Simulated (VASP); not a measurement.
# AlB3P4 (P-43m) in VASP: a series of runs

Runs on AlB3P4. Level: PBE. Tasks: relaxation of cell and atoms.

Everything below comes from runs of VASP 6.6.1. Logs are shortened: lines on timing, memory, paths and dates and some standing lists are left out, and cuts for length are marked.

## (1) Starting point

It takes space group P-43m (No. 215, cubic). Conventional cell: a = 4.798 Å, b = 4.798 Å, c = 4.798 Å, α = 90.00°, β = 90.00°, γ = 90.00°. Around Al (site symmetry -43m) lie 4 P at 2.10 Å. B (site symmetry -42m) has 4 P at 2.07 Å as nearest neighbours. P (site symmetry 3m) is surrounded by 3 B at 2.07 Å and 1 Al at 2.10 Å.

The cell was built by a generator and needn't be a form met in nature.

## (2) Relaxation of cell and atoms, PBE

INCAR

```
PREC = Normal
ENCUT = 520
EDIFF = 1E-4
ISMEAR = 0
SIGMA = 0.15
LREAL = False
LASPH = True
NELM = 60
ALGO = Fast
ISIF = 3
LWAVE = False
LCHARG = False
GGA = PE
IBRION = 2
NSW = 24
EDIFFG = -0.08
```

KPOINTS

```
regular mesh
0
Gamma
  3 3 3
```

POSCAR

```
AlB3P4
1.0
    4.7976776800      0.0000000000      0.0000000000
    0.0000000000      4.7976776800      0.0000000000
    0.0000000000      0.0000000000      4.7976776800
Al B P
1 3 4
Direct
    0.0000000000      0.0000000000      0.0000000000
    0.0000000000      0.5000000000      0.5000000000
    0.5000000000      0.5000000000      0.0000000000
    0.5000000000      0.0000000000      0.5000000000
    0.2526776800      0.7473223200      0.7473223200
    0.7473223200      0.7473223200      0.2526776800
    0.7473223200      0.2526776800      0.7473223200
    0.2526776800      0.2526776800      0.2526776800
```

Potentials or basis: VASP PAW PBE potentials, release 64 (Al, B, P).

Started as:

```bash
cat potpaw_PBE.64/Al/POTCAR potpaw_PBE.64/B/POTCAR potpaw_PBE.64/P/POTCAR > POTCAR
mpirun -np 4 vasp_std > vasp.out
```

OUTCAR:

```text
PREC = Normal
   ENCUT = 520
   EDIFF = 1E-4
   ISMEAR = 0
   LREAL = False
   LASPH = True
   NELM = 60
   ISIF = 3
   GGA = PE
   IBRION = 2
   NSW = 24
   EDIFFG = -0.08

 ion  position               nearest neighbor table
   1  0.000  0.000  0.000-   5 2.10   6 2.10   7 2.10   8 2.10
   2  0.000  0.500  0.500-   5 2.07   6 2.07   7 2.07   8 2.07
   3  0.500  0.500  0.000-   5 2.07   6 2.07   7 2.07   8 2.07
   4  0.500  0.000  0.500-   5 2.07   6 2.07   7 2.07   8 2.07
   5  0.253  0.747  0.747-   2 2.07   3 2.07   4 2.07   1 2.10
   6  0.747  0.747  0.253-   2 2.07   3 2.07   4 2.07   1 2.10
   7  0.747  0.253  0.747-   2 2.07   3 2.07   4 2.07   1 2.10
   8  0.253  0.253  0.253-   2 2.07   3 2.07   4 2.07   1 2.10

  LATTYP: Found a simple cubic cell.
 ALAT       =     4.7976776800

  Lattice vectors:

 A1 = (   4.7976776800,   0.0000000000,   0.0000000000)
 A2 = (   0.0000000000,   4.7976776800,   0.0000000000)
 A3 = (   0.0000000000,   0.0000000000,   4.7976776800)

Analysis of symmetry for initial positions (statically):
=====================================================================
 Subroutine PRICEL returns:
 Original cell was already a primitive cell.

 Routine SETGRP: Setting up the symmetry group for a
 simple cubic supercell.

 Subroutine GETGRP returns: Found 24 space group operations
 (whereof 24 operations were pure point group operations)
 out of a pool of 48 trial point group operations.

The static configuration has the point symmetry T_d .

Analysis of symmetry for dynamics (positions and initial velocities):
=====================================================================
 Subroutine PRICEL returns:
 Original cell was already a primitive cell.

 Routine SETGRP: Setting up the symmetry group for a
 simple cubic supercell.

 Subroutine GETGRP returns: Found 24 space group operations
 (whereof 24 operations were pure point group operations)
 out of a pool of 48 trial point group operations.

The dynamic configuration has the point symmetry T_d .

 Subroutine INISYM returns: Found 24 space group operations
 (whereof 24 operations are pure point group operations),
 and found     1 'primitive' translations

----------------------------------------------------------------------------------------

                                     Primitive cell

  volume of cell :     110.4316

  direct lattice vectors                    reciprocal lattice vectors
     4.797677680  0.000000000  0.000000000     0.208434177  0.000000000  0.000000000
     0.000000000  4.797677680  0.000000000     0.000000000  0.208434177  0.000000000
     0.000000000  0.000000000  4.797677680     0.000000000  0.000000000  0.208434177

  length of vectors
     4.797677680  4.797677680  4.797677680     0.208434177  0.208434177  0.208434177

  position of ions in fractional coordinates (direct lattice)
     0.000000000  0.000000000  0.000000000
     0.000000000  0.500000000  0.500000000
     0.500000000  0.500000000  0.000000000
     0.500000000  0.000000000  0.500000000
     0.252677680  0.747322320  0.747322320
     0.747322320  0.747322320  0.252677680
     0.747322320  0.252677680  0.747322320
     0.252677680  0.252677680  0.252677680

  ion indices of the primitive-cell ions
   primitive index   ion index
                 1           1
                 2           2
                 3           3
                 4           4
                 5           5
                 6           6
                 7           7
                 8           8

----------------------------------------------------------------------------------------

 KPOINTS: regular mesh

Automatic generation of k-mesh.
 Grid dimensions read from file:
 generate k-points for:    3    3    3

 Generating k-lattice:

  Cartesian coordinates                     Fractional coordinates (reciprocal lattice)
     0.069478059  0.000000000  0.000000000     0.333333333  0.000000000  0.000000000
     0.000000000  0.069478059  0.000000000     0.000000000  0.333333333  0.000000000
     0.000000000  0.000000000  0.069478059     0.000000000  0.000000000  0.333333333

  Length of vectors
     0.069478059  0.069478059  0.069478059

  Shift w.r.t. Gamma in fractional coordinates (k-lattice)
     0.000000000  0.000000000  0.000000000

 Subroutine IBZKPT returns following result:
 ===========================================

 Found      4 irreducible k-points:

 Following reciprocal coordinates:
            Coordinates               Weight
  0.000000  0.000000  0.000000      1.000000
  0.333333  0.000000  0.000000      6.000000
  0.333333  0.333333  0.000000     12.000000
  0.333333  0.333333  0.333333      8.000000
   k-points           NKPTS =      4   k-points in BZ     NKDIM =      4   number of bands    NBANDS=     24
   number of dos      NEDOS =    301   number of ions     NIONS =      8
   total plane-waves  NPLWV =  21952
   dimension x,y,z NGX =    28 NGY =   28 NGZ =   28
   dimension x,y,z NGXF=    56 NGYF=   56 NGZF=   56
   ions per type =               1   3   4
   NGX,Y,Z   is equivalent  to a cutoff of   9.70,  9.70,  9.70 a.u.
   NGXF,Y,Z  is equivalent  to a cutoff of  19.40, 19.40, 19.40 a.u.
 SYSTEM =  unknown system
   PREC   = normal    normal or accurate (medium, high low for compatibility)
   ISTART =      0    job   : 0-new  1-cont  2-samecut
   ICHARG =      2    charge: 1-file 2-atom 10-const
   ISPIN  =      1    spin polarized calculation?
   LNONCOLLINEAR =      F non collinear calculations
   LSORBIT =      F    spin-orbit coupling
   LASPH  =      T    aspherical Exc in radial PAW
   ENCUT  =  520.0 eV  38.22 Ry    6.18 a.u.   8.92  8.92  8.92*2*pi/ulx,y,z
   NELM   =     60;   NELMIN=  2; NELMDL= -5     # of ELM steps
   EDIFF  = 0.1E-03   stopping-criterion for ELM
   LREAL  =      F    real-space projection
   EDIFFG = -.8E-01   stopping-criterion for IOM
   NSW    =     24    number of steps for IOM
   IBRION =      2    ionic relax: 0-MD 1-quasi-New 2-CG
   NFREE  =      1    steps in history (QN), initial steepest desc. (CG)
   ISIF   =      3    stress and relaxation
   ISYM   =      2    0-nonsym 1-usesym 2-fastsym
   POTIM  = 0.5000    time-step for ionic-motion
   TEBEG  =    0.0;   TEEND  =   0.0 temperature during run
   PSTRESS=    0.0 pullay stress
   NELECT =      32.0000    total number of electrons
   NUPDOWN=      -1.0000    fix difference up-down
   EMIN   =  10.00;   EMAX   =-10.00  energy-range for DOS
   EFERMI =   0.00;   METHOD = LEGACY
   ISMEAR =     0;   SIGMA  =   0.15  broadening in eV -4-tet -1-fermi 0-gaus
   EFERMI_NEDOS =   21; number of points for ismear=-14 and -15
   IALGO  =     68    algorithm
   IMIX   =      4    mixing-type and parameters
     AMIX     =   0.40;   BMIX     =  1.00
     AMIX_MAG =   1.60;   BMIX_MAG =  1.00
  volume/ion in A,a.u.               =      13.80        93.15
  Fermi-wavevector in a.u.,A,eV,Ry     =   1.083329  2.047195 15.967825  1.173602
  Thomas-Fermi vector in A             =   2.219392
   LORBIT       =      0    0 simple, 1 ext, 2 COOP (PROOUT), +10 PAW based schemes
   GGA     = PE    functional components
   LHFCALC =     F    Hartree Fock is set to
   AEXX    =    0.0000 exact exchange contribution
   IVDW    =     0    specifies the selected vdW correction
   LEPSILON=     F    determine dielectric tensor
   LRPA    =     F    only Hartree local field effects (RPA)
 conjugate gradient relaxation of ions
 non-spin polarized calculation
 RMM-DIIS sequential band-by-band and
 Gauss-broadening in eV      SIGMA  =   0.15
  energy-cutoff  :      520.00
  volume of cell :      110.43
 maximum number of plane-waves:      2984
   NGX = 17   NGY = 17   NGZ = 17

--------------------------------------- Ionic step        1  -------------------------------------------

 number of electron      31.9999989 magnetization

 Free energy of the ion-electron system (eV)
  ---------------------------------------------------
  ext. energy  EPLUGINS =         0.00000000
  ---------------------------------------------------
  free energy    TOTEN  =       -45.88681580 eV

  energy without entropy =      -45.88681579  energy(sigma->0) =      -45.88681579

------------------------ aborting loop because EDIFF is reached ----------------------------------------

  FORCE on cell =-STRESS in cart. coord.  units (eV):
  Direction    XX          YY          ZZ          XY          YZ          ZX
  --------------------------------------------------------------------------------------
  -------------------------------------------------------------------------------------
  Total        3.9172043      3.9172043      3.9172043      0.0000000     -0.0000000      0.0000000
  in kB       56.8320864     56.8320864     56.8320864      0.0000000     -0.0000000      0.0000000
  external PRESSURE =      56.8320864 kB  Pullay stress =       0.0000000 kB
[... 195 lines left out ...]
  energy  without entropy=      -47.0182994461  energy(sigma->0) =      -47.01829999

--------------------------------------- Ionic step        6  -------------------------------------------

 number of electron      31.9999985 magnetization

 Free energy of the ion-electron system (eV)
  ---------------------------------------------------
  ext. energy  EPLUGINS =         0.00000000
  ---------------------------------------------------
  free energy    TOTEN  =       -47.02379963 eV

  energy without entropy =      -47.02379925  energy(sigma->0) =      -47.02379944

 E-fermi :   7.1715     XC(G=0): -10.3119

 val. band max:        6.6786342964   @ k =   0.0000   0.0000   0.0000
 cond. band min:       7.6398325108   @ k =   0.0000   0.0000   0.0000
 fundamental gap:      0.9611982144
 Fermi energy:         7.1715235103

 k-point     1 :       0.0000    0.0000    0.0000
  band No.  band energies     occupation
      1      -7.8112      2.00000
      2      -3.7442      2.00000
      3      -3.7442      2.00000
      4      -3.7442      2.00000
      5      -1.7561      2.00000
      6      -1.7561      2.00000
[... 16 lines left out ...]
     23      10.0242      0.00000
     24      10.0242      0.00000

 k-point     2 :       0.3333    0.0000    0.0000
  band No.  band energies     occupation
      1      -7.2671      2.00000
      2      -5.4853      2.00000
      3      -3.6208      2.00000
      4      -3.6208      2.00000
      5      -1.5381      2.00000
      6      -0.4928      2.00000
[... 16 lines left out ...]
     23      10.5279      0.00000
     24      11.9618      0.00000

 k-point     3 :       0.3333    0.3333    0.0000
  band No.  band energies     occupation
      1      -6.7423      2.00000
      2      -5.1630      2.00000
      3      -5.0017      2.00000
      4      -3.9954      2.00000
      5      -0.7848      2.00000
      6       0.0684      2.00000
[... 16 lines left out ...]
     23      11.4500      0.00000
     24      11.5621      0.00000

 k-point     4 :       0.3333    0.3333    0.3333
  band No.  band energies     occupation
      1      -6.2526      2.00000
      2      -4.9501      2.00000
      3      -4.9501      2.00000
      4      -4.6325      2.00000
      5      -1.0864      2.00000
      6      -1.0864      2.00000
[... 51 lines left out ...]
  FREE ENERGIE OF THE ION-ELECTRON SYSTEM (eV)
  ---------------------------------------------------
  free  energy   TOTEN  =       -47.0237996295 eV

  energy  without entropy=      -47.0237992535  energy(sigma->0) =      -47.02379944

 reached required accuracy - stopping structural energy minimisation
```

Run time: 12 s. Hardware: 4 MPI ranks of Intel Xeon Platinum 8488C (Sapphire Rapids), shared host; peak memory 0.11 GiB.

Results:

```
Free energy                            : -47.0238 eV
Relaxed volume                         : 13.96 Å³/atom
Relaxed cell                           : a = 4.816 Å, b = 4.816 Å, c = 4.816 Å, α = 90.00°, β = 90.00°, γ = 90.00°
Space group after relaxing (to 0.05 Å) : P-43m (No. 215)
Energy gained by relaxing              : 142.1 meV/atom
Ionic steps                            : 6
Pressure after relaxing                : 0.0 GPa
Largest force after relaxing           : 0.012 eV/Å
Band gap on the k mesh                 : 0.96 eV, direct
```

Forces in eV/Å, atoms in the order of the input:
```
Al   0.000  0.000  0.000
B    0.000  0.000  0.000
B    0.000  0.000  0.000
B    0.000  0.000  0.000
P    0.007 -0.007 -0.007
P   -0.007 -0.007  0.007
P   -0.007  0.007 -0.007
P    0.007  0.007  0.007
```

The path:
| step | energy change (eV) | largest force (eV/Å) | pressure (GPa) | volume (Å³) |
| --- | --- | --- | --- | --- |
| 1 | 0.0000 | 4.4500 | 5.68 | 110.43 |
| 2 | -0.5589 | 2.1617 | -7.40 | 118.44 |
| 3 | -1.0995 | 0.1548 | -3.39 | 114.87 |
| 4 | -1.0996 | 0.2322 | -3.33 | 114.78 |
| 5 | -1.1315 | 0.0818 | 1.36 | 110.48 |
| 6 | -1.1370 | 0.0125 | 0.04 | 111.67 |

Final structure:
```yaml
crystal:
  lattice:
    - [4.81559, 0.00000, 0.00000]
    - [0.00000, 4.81559, 0.00000]
    - [0.00000, 0.00000, 4.81559]
  atoms:
    - { symbol: Al, position: [0.00000, 0.00000, 0.00000] }
    - { symbol: B, position: [0.00000, 0.50000, 0.50000] }
    - { symbol: B, position: [0.50000, 0.50000, 0.00000] }
    - { symbol: B, position: [0.50000, 0.00000, 0.50000] }
    - { symbol: P, position: [0.26833, 0.73167, 0.73167] }
    - { symbol: P, position: [0.73167, 0.73167, 0.26833] }
    - { symbol: P, position: [0.73167, 0.26833, 0.73167] }
    - { symbol: P, position: [0.26833, 0.26833, 0.26833] }
```

Caveat: the k mesh is coarse (spacing up to 0.44 Å⁻¹), so the values aren't converged; an odd mesh through Γ misses points on the zone boundary, where band edges often lie; the relaxation stopped at a loose force limit of 0.08 eV/Å, so its end isn't a converged minimum.

[end of part 1 of 2]
